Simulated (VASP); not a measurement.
All values below come from PBE GGA, VASP's PBE PAW potentials (set 64) (plane waves; VASP).

Input for VASP

File POSCAR:
```
NaCl
1
    0.0000000000     2.7636000000     2.7636000000
    2.7636000000     0.0000000000     2.7636000000
    2.7636000000     2.7636000000     0.0000000000
Na Cl
1 1
Direct
  0.0000000000   0.0000000000   0.0000000000
  0.5000000000   0.5000000000   0.5000000000
```

File KPOINTS:
```
Automatic
0
G
7 7 7
```

### INCAR
```
SYSTEM  =  NaCl
PREC  =  Accurate; ENCUT  =  300; LREAL  =  .FALSE.
LASPH  =  .TRUE.
EDIFF  =  1E-6; NELM  =  100; ALGO  =  Normal
ISMEAR  =  -1; SIGMA  =  0.02
GGA  =  PE
ISIF  =  2
LWAVE  =  .FALSE.; LCHARG  =  .FALSE.
```

POTCAR, in this order: Na_pv Cl (PBE.64 set). Program: vasp_std.

Output of the run:

**OUTCAR**
```
 ion  position               nearest neighbor table
   1  0.000  0.000  0.000-
   2  0.500  0.500  0.500-
  LATTYP: Found a face centered cubic cell.
 ALAT       =     5.5272000000
 Subroutine PRICEL returns:
 Original cell was already a primitive cell.
 Subroutine GETGRP returns: Found 48 space group operations
The static configuration has the point symmetry O_h .
The dynamic configuration has the point symmetry O_h .
 Subroutine INISYM returns: Found 48 space group operations
 Subroutine IBZKPT returns following result:
 Found     20 irreducible k-points:

 Following reciprocal coordinates:
            Coordinates               Weight
  0.000000  0.000000  0.000000      1.000000
  0.142857  0.000000  0.000000      8.000000
  0.285714  0.000000  0.000000      8.000000
  0.428571  0.000000  0.000000      8.000000
  0.142857  0.142857  0.000000      6.000000
  0.285714  0.142857  0.000000     24.000000
  0.428571  0.142857  0.000000     24.000000
 -0.428571  0.142857  0.000000     24.000000
 -0.285714  0.142857  0.000000     24.000000
 -0.142857  0.142857  0.000000     12.000000
  0.285714  0.285714  0.000000      6.000000
  0.428571  0.285714  0.000000     24.000000
 -0.428571  0.285714  0.000000     24.000000
 -0.285714  0.285714  0.000000     12.000000
  0.428571  0.428571  0.000000      6.000000
 -0.428571  0.428571  0.000000     12.000000
  0.428571  0.285714  0.142857     24.000000
 -0.428571  0.285714  0.142857     48.000000
 -0.428571  0.428571  0.142857     24.000000
 -0.285714  0.428571  0.142857     24.000000
   k-points           NKPTS =     20   k-points in BZ     NKDIM =     20   number of bands    NBANDS=     11
   number of dos      NEDOS =    301   number of ions     NIONS =      2
   total plane-waves  NPLWV =  13824
   dimension x,y,z NGX =    24 NGY =   24 NGZ =   24
...
```

### OSZICAR
```
       N       E                     dE             d eps       ncg     rms          rms(c)
DAV:   1     0.701054051933E+02    0.70105E+02   -0.59512E+03   456   0.894E+02
DAV:   2    -0.212657554172E+01   -0.72232E+02   -0.67630E+02   504   0.224E+02
DAV:   3    -0.685453168591E+01   -0.47280E+01   -0.47078E+01   527   0.624E+01
DAV:   4    -0.693328073943E+01   -0.78749E-01   -0.78694E-01   491   0.881E+00
DAV:   5    -0.693522208024E+01   -0.19413E-02   -0.19413E-02   567   0.128E+00    0.222E+00
DAV:   6    -0.675419169806E+01    0.18103E+00   -0.35694E-01   503   0.409E+00    0.170E+00
DAV:   7    -0.674245031830E+01    0.11741E-01   -0.89474E-02   512   0.206E+00    0.112E+00
DAV:   8    -0.674752084665E+01   -0.50705E-02   -0.84348E-03   449   0.100E+00    0.231E-01
DAV:   9    -0.674746434202E+01    0.56505E-04   -0.16721E-04   553   0.128E-01    0.114E-01
DAV:  10    -0.674757249727E+01   -0.10816E-03   -0.22122E-04   452   0.150E-01    0.321E-02
DAV:  11    -0.674756860580E+01    0.38915E-05   -0.15105E-05   518   0.448E-02    0.224E-03
DAV:  12    -0.674756935104E+01   -0.74523E-06   -0.72249E-07   459   0.954E-03
   1 F= -.67475694E+01 E0= -.67475694E+01  d E =-.337030E-11
```

### OUTCAR
```
------------------------ aborting loop because EDIFF is reached ----------------------------------------
  FORCE on cell =-STRESS in cart. coord.  units (eV):
  Direction    XX          YY          ZZ          XY          YZ          ZX
  --------------------------------------------------------------------------------------
  Total        0.6252284      0.6252284      0.6252284      0.0000000      0.0000000     -0.0000000
  in kB       23.7297829     23.7297829     23.7297829      0.0000000      0.0000000     -0.0000000
  external PRESSURE =      23.7297829 kB  Pullay stress =       0.0000000 kB
  volume of cell :       42.21
      direct lattice vectors                 reciprocal lattice vectors
     0.000000000  2.763600000  2.763600000    -0.180923433  0.180923433  0.180923433
     2.763600000  0.000000000  2.763600000     0.180923433 -0.180923433  0.180923433
     2.763600000  2.763600000  0.000000000     0.180923433  0.180923433 -0.180923433
  FREE ENERGIE OF THE ION-ELECTRON SYSTEM (eV)
  ---------------------------------------------------
  free  energy   TOTEN  =        -6.7475693510 eV

  energy  without entropy=       -6.7475693510  energy(sigma->0) =       -6.74756935
```
(Selected blocks of OUTCAR.)

OUTCAR:
```
 val. band max:       -0.3644033687   @ k =   0.0000   0.0000   0.0000

 cond. band min:       4.9812119486   @ k =   0.0000   0.0000   0.0000


 Fermi energy:         0.0733031705

 k-point     1 :       0.0000    0.0000    0.0000
  band No.  band energies     occupation
      1     -21.0619      2.00000
      2     -21.0619      2.00000
      3     -21.0619      2.00000
      4     -13.1720      2.00000
      5      -0.3644      2.00000
      6      -0.3644      2.00000
      7      -0.3644      2.00000
      8       4.9812      0.00000
      9      10.8165      0.00000
     10      10.8165      0.00000
     11      10.8165      0.00000

 k-point     2 :       0.1429    0.0000    0.0000
  band No.  band energies     occupation
      1     -21.0693      2.00000
      2     -21.0624      2.00000
      3     -21.0624      2.00000
      4     -13.0999      2.00000
      5      -0.8735      2.00000
      6      -0.4236      2.00000
      7      -0.4236      2.00000
      8       5.6380      0.00000
      9      10.1783      0.00000
     10      11.0744      0.00000
     11      11.0744      0.00000

 k-point     3 :       0.2857    0.0000    0.0000
  band No.  band energies     occupation
      1     -21.0860      2.00000
      2     -21.0635      2.00000
      3     -21.0635      2.00000
      4     -12.9315      2.00000
      5      -1.7858      2.00000
      6      -0.5511      2.00000
      7      -0.5511      2.00000
      8       6.6912      0.00000
      9       9.8354      0.00000
     10      11.1003      0.00000
     11      11.1004      0.00000

 k-point     4 :       0.4286    0.0000    0.0000
  band No.  band energies     occupation
      1     -21.0991      2.00000
      2     -21.0645      2.00000
      3     -21.0644      2.00000
      4     -12.7893      2.00000
      5      -2.3947      2.00000
      6      -0.6488      2.00000
      7      -0.6488      2.00000
      8       7.0043      0.00000
      9      10.5692      0.00000
...
```

At this cut-off the stress carries a Pulay error, which pulls relaxed volumes low.

The structure is a typed NaCl crystal (Fm-3m). The cell was not relaxed at this level, and its volume differs by -5.9 % from the start's.
